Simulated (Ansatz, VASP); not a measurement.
# Cross-check of HfB2 between VASP and Ansatz, part 2 of 2

Wanted: the spread between two codes on one cell, functional and k mesh. The cell is taken from a series of runs on this material, whose earlier steps may have relaxed, scaled, displaced or heated it; both programs get it as it stands.

VASP 6.6.1 and Ansatz 0.2.0.

So far: The starting structure; VASP: zone-centre phonons, PBEsol.

### 3. Ansatz: zone-centre phonons, PBEsol

Level of this step: Ansatz beside VASP: Kohn-Sham DFT, plane waves, PBEsol (Ansatz).

Ansatz runs on its PAW soft_1 files.

The same cell, functional, mesh and smearing now go to Ansatz, which takes its cutoff from its data sets.

Contents of input.yaml:

```yaml
crystal:
  lattice:
    - [3.1647284821, 0.0, 0.0]
    - [-1.5823642411, 2.7407352616, 0.0]
    - [0.0, 0.0, 3.5004670926]
  atoms:
    - { symbol: B, position: [0.3333333333, 0.6666666667, 0.5] }
    - { symbol: B, position: [0.6666666667, 0.3333333333, 0.5] }
    - { symbol: Hf, position: [0.0, 0.0, 0.0] }
kpoints:
  mp_grid: { grid: [15, 15, 12] }
hamiltonian:
  xc: pbesol
  pseudopotentials: { kind: paw, azcp: { folder: soft_1 }, xc_functional: pbe }
scf:
  occupations: { method: methfessel_paxton, width: 0.2 }
output:
  eigenvalues: true
phonons:
  method: dfpt
```

Run with:

```sh
$ ansatz run input.yaml --threads 4 --pin off --max-ram 10240MiB --backend cpu --events-out ev --progress --plain --runs-dir out
```

Numbers of over 12 decimals in the logs are rounded to 6 here.

What it wrote:

```text
zone centre: on kpoints.mp_grid the ground state, and the responses unless they are solved on pairs of k-points, stand on 448 of the mesh's 2700 k-points, reduced under 4 symmetry operations, with k and −k counted as one. Each operation leaves every solved displacement unchanged or reverses it
Engine: ansatz 0.2.0, aarch64-unknown-linux-gnu
Pseudopotentials: kind: paw
Pseudopotential: B, paw, valence charge 3, recommended cutoff 420 eV (normal), soft_1/B.paw.azcp
Pseudopotential: Hf, paw, valence charge 26, recommended cutoff 420 eV (normal), soft_1/Hf.paw.azcp
Functional definition: PBEsol
  exchange = pbesol_x
  correlation = pbesol_c
Crystal: 3 atoms, lattice volume = 30.362 Å³
Basis set: ecut = 420 eV, 563 PW (Γ), exchange–correlation on 48×48×48 points (8 copies of the dense FFT grid, shifted against one another)
Bands: 20, of which v1, the nominal top of the filled ones, is band 16 counted from 1 (15 counted from 0)
Symmetry: 24 space group operations
k-points: 448 of 2700 (irreducible under 4 space group operations, time reversal used)
Non-local potential: B, projectors of the file, l = 0: 2, l = 1: 2, l = 2: 1
Non-local potential: Hf, projectors of the file, l = 0: 3, l = 1: 2, l = 2: 2, l = 3: 3
PAW form: soft (Blöchl's): semilocal exchange-correlation on the pseudo side does not see the compensation charge
PAW frozen core: B, regenerated for the run's functional, and the local potential with it (the file was generated under x = pbe(κ = 0.804, μ = 0.219515), c = pbe(β = 0.066725))
PAW frozen core: Hf, regenerated for the run's functional, and the local potential with it (the file was generated under x = pbe(κ = 0.804, μ = 0.219515), c = pbe(β = 0.066725))
PAW one-centre angular grid: B, 110 points (default); XC on 64 Gauss nodes
PAW one-centre angular grid: Hf, 590 points (default); XC on 64 Gauss nodes
Initial density: superposition of atomic densities (chi_scale 0.1, normalization cell, long waves kept (reshape's long-wave potential 0.00 eV rms))
Initial wavefunctions: pseudopotential atomic-orbital guess
Functional: x = pbesol(κ = 0.804, μ = 0.123457), c = pbesol(β = 0.046)
SCF iter   1: F=—  HF=-15907.899761 eV  |F-HF|=—  |Δ(HF+E_count)|=         —  Δρ=6.14e-2  dr2=1.80e0  ethr=3.10e-3  ⟨swp⟩=4.4  Hψ=35502  notcnv=0
preconditioner: auto → none  [metal: Δε(μ)=0.047 eV  Ē_g=16.576 eV  σ=0.200 eV  W_gap=0.20  n_scr=8 (ndim 8)  ℏωp=36.9 eV  f_vac=0.000  D(μ)=0.24/eV (n_scr^D=0)  sad-step TF]
SCF iter   2: F=—  HF=-15907.522233 eV  |F-HF|=—  |Δ(HF+E_count)|=   3.78e-1  S|Δr|=    0.00e0  Δρ=3.27e-2  dr2=5.24e-1  ethr=3.10e-3  ⟨swp⟩=3.0  Hψ=18964  notcnv=0
SCF iter   3: F=—  HF=-15907.402053 eV  |F-HF|=—  |Δ(HF+E_count)|=   1.20e-1  S|Δr|=    0.00e0  Δρ=1.06e-2  dr2=2.35e-2  ethr=1.64e-3  ⟨swp⟩=2.1  Hψ=18437  notcnv=0
SCF iter   4: F=—  HF=-15907.344855 eV  |F-HF|=—  |Δ(HF+E_count)|=   5.72e-2  S|Δr|=    0.00e0  Δρ=2.88e-3  dr2=1.23e-3  ethr=7.34e-5  ⟨swp⟩=2.5  Hψ=18442  notcnv=0
SCF iter   5: F=—  HF=-15907.347774 eV  |F-HF|=—  |Δ(HF+E_count)|=   2.92e-3  S|Δr|=    0.00e0  Δρ=8.30e-4  dr2=2.77e-4  ethr=3.84e-6  ⟨swp⟩=2.0  Hψ=16350  notcnv=0
SCF iter   6: F=—  HF=-15907.347585 eV  |F-HF|=—  |Δ(HF+E_count)|=   1.89e-4  S|Δr|=    0.00e0  Δρ=1.40e-4  dr2=1.16e-5  ethr=8.65e-7  ⟨swp⟩=2.0  Hψ=16152  notcnv=0
SCF iter   7: F=—  HF=-15907.347585 eV  |F-HF|=—  |Δ(HF+E_count)|=   1.90e-7  S|Δr|=    0.00e0  Δρ=2.71e-5  dr2=1.87e-7  ethr=3.64e-8  ⟨swp⟩=2.2  Hψ=12773  notcnv=0
SCF iter   8: F=—  HF=-15907.347586 eV  |F-HF|=—  |Δ(HF+E_count)|=   4.87e-7  S|Δr|=    0.00e0  Δρ=2.96e-6  dr2=8.37e-10  ethr=5.85e-10  ⟨swp⟩=2.2  Hψ=15695  notcnv=0
SCF iter   9: F=—  HF=-15907.347586 eV  |F-HF|=—  |Δ(HF+E_count)|=  2.67e-10  S|Δr|=    0.00e0  Δρ=2.85e-7  dr2=3.34e-11  ethr=2.62e-12  ⟨swp⟩=2.5  Hψ=16655  notcnv=0
SCF iter  10: F=-15907.347586 eV  HF=-15907.347586 eV  |F-HF|=0.00e0  |Δ(HF+E_count)|=  5.46e-12  S|Δr|=    0.00e0  Δρ=5.59e-8  dr2=5.26e-13  ethr=1.00e-12  ⟨swp⟩=6.3  Hψ=45989  notcnv=0
SCF 1 converged in 10 iterations: F = -15907.347586 eV  dr2 = 5.26e-13
  greatest PAW one-centre occupation: 0.998 electrons in one spin orbital (limit 2), on the Hf atom at site 2 (counted from 0), in its partial waves of l = 0
DFPT response loops at Γ: preconditioner auto → Kerker (q_TF=auto, 2.752 Å⁻¹) (partly filled bands, converged f_vac=0.000); β = 1.00, the filter's whole step (`scf.mixing.beta` (0.50) is not read by the response loops under this deck's `scf.mixing.preconditioner`; to damp them name `kerker` or `kerker_dos`, under which they read `scf.mixing.beta`, and type it under 1.00, their step now; both keys bind the ground state too); Broyden in place of MSR1
SCF converged after 10 iterations
Stability not checked: this state was not tested for a lower state beside it, because cold or Methfessel-Paxton smearing, or corrected tetrahedra, fill the levels in a way that the test cannot read (fill_not_monotonic; see scf.lower_state_search)
Free energy (F): -15907.347586 eV
Harris-Foulkes:  -15907.347586 eV  (|F-HF|=0.00e0)
Internal energy: -15907.348040 eV  (E = F + TS)
E sigma→0 (E₀):  -15907.347699 eV
Entropy (-TS):   0.000454 eV (0.151 meV/atom)
Fermi energy:    18.662565 eV
--- Per-component energies (eV) ---
  E_band       = 68.843619
  E_kinetic    = 508.787373
  E_local      = -6580.559550  (includes V_loc(G=0)·N_el)
  E_nonlocal   = 81.744848
  E_hartree    = 3230.468975
  E_xc         = -331.477803
  E_vxc        = -333.994485  (∫ρ·V_xc dr)
  E_paw        = -7726.835843  (= ΣΔE_a)
  E_vpaw       = -68.072687  (= ΣTr[D̂ρ^β])
  E_aug_tail   = 0.000131  (compensation charges beyond the density's cutoff)
  E_ewald      = -5090.756649
  E_core_change = 1.280478  (= ΣΔE_core)
  E_smearing   = 0.000454  (= −TS)
  E_closure    = 0.000000  (closes the sum)
  Σ components = -15907.347586   (vs F -15907.347586, Δ=0.00e0)
--- Band table (eV; the first three rows and the last of 448) ---
  k-point 0: bands = [... 12 lower, 15.6607, 15.7756, 15.7756, 15.9471, 22.5066, 22.5066, 23.1830, 23.1830]
  k-point 1: bands = [... 12 lower, 14.7381, 15.8463, 15.8463, 16.8276, 21.7189, 21.7189, 22.9495, 22.9495]
  k-point 2: bands = [... 12 lower, 13.6544, 16.0551, 16.0551, 17.8105, 20.7482, 20.7482, 22.3347, 22.3347]
  k-point 447: bands = [... 12 lower, 11.4880, 13.5919, 14.1629, 15.7594, 22.5320, 23.6052, 23.8446, 25.0470]
--- Phonons (Γ-DFPT): 4 representative perturbations + reference, on 448 of 2700 k-points (Σ response iterations 12) ---
  k mesh reduced under 4 symmetry operations, with k and −k counted as one. Each operation leaves every solved displacement unchanged or reverses it
  ASR residual: 1.106e-5 → 0.000e0 eV/Å²; symmetrization residual: 9.459e-7 eV/Å²
  ASR residual per site (eV/Å²): 1.11e-5 1.11e-5 8.42e-6
  Γ frequencies (cm⁻¹): 0.00 0.00 0.00 425.64 425.64 442.35 531.73 778.50 778.50
  non-analytic LO–TO correction: not included (Born effective charges unavailable; polar crystals: no LO–TO splitting at Γ)
```

### 4. Comparison

Known differences besides the potentials themselves: the data sets hold 32 valence electrons in Ansatz (on its PAW soft_1 files) and 16 in VASP; the cutoff is 420 eV in Ansatz and 500 eV in VASP; Ansatz makes its cores anew for this functional, VASP keeps those of its PBE data sets. Total energies have different zeros and are not compared.

Both answers:

```tsv
quantity	Ansatz	VASP	difference
optical mode 1 to 2 (cm⁻¹)	425.6	426.8	-0.28 %
optical mode 3 (cm⁻¹)	442.4	443.2	-0.18 %
optical mode 4 (cm⁻¹)	531.7	532.4	-0.13 %
optical mode 5 to 6 (cm⁻¹)	778.5	782.3	-0.49 %
```

Modes are paired by rising frequency, not by their patterns, so a pair may set unlike modes beside each other; they are those without the splitting of longitudinal modes.

### 5. Summary of results

| Item | Value |
| --- | --- |
| r.m.s. difference of the optical zone-centre modes, each program's sorted by frequency (zone-centre phonons, PBEsol) | 2.4 cm⁻¹ |

The r.m.s. difference of the optical zone-centre modes, each program's sorted by frequency is 2.4 cm⁻¹ (zone-centre phonons, PBEsol). The data sets hold unlike numbers of valence electrons (32 in Ansatz and 16 in VASP), so part of the differences comes from the potentials. Such differences can come from data sets, numerical settings and the points named under the comparisons, not from the functional's error against experiment.

[Lines on the potential files, build, host, timing and source positions are cut from VASP's logs without a mark.]

[Logs are printed without paths, hosts, clocks, repeated set-up lines and the standing remarks that a program may print on its own settings, such as how far it seeks lower states.]

[Hosts, paths, dates, database ids (printed as entryN), source tags and the programs' standing remarks are cut or masked in the printed files.]
